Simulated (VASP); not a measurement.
Given:

```
CELL_PARAMETERS angstrom
      4.03566     0.00000     0.00000
      0.00000     4.03566     0.00000
      0.00000     0.00000     4.03566
ATOMIC_POSITIONS crystal
  Sc 0.00000 0.00000 0.00000
  Al 0.00000 0.50000 0.50000
  Al 0.50000 0.00000 0.50000
  Al 0.50000 0.50000 0.00000
```

Level of theory: PBE GGA, VASP's PBE PAW potentials (set 64) (plane waves; VASP 6.6.1). Run with 500 eV cut-off, 8×8×8 Γ-centred mesh, first-order Methfessel-Paxton smearing of 0.10 eV, potentials Sc_sv Al.

**Question.** What does the run give for the energy per atom (σ→0), pressure, band gap (on the k-mesh) with the smallest direct gap where there is one?

**Answer.** 
| Property | Value |
|---|---|
| band gap (on the k-mesh) | none (metal, semimetal or under 0.01 eV) |
| energy per atom (σ→0) | -4811 meV/atom |
| pressure | 5.00 GPa |

The compound is Al3Sc in the L1_2 structure. It was relaxed first under an external pressure of 5 GPa.
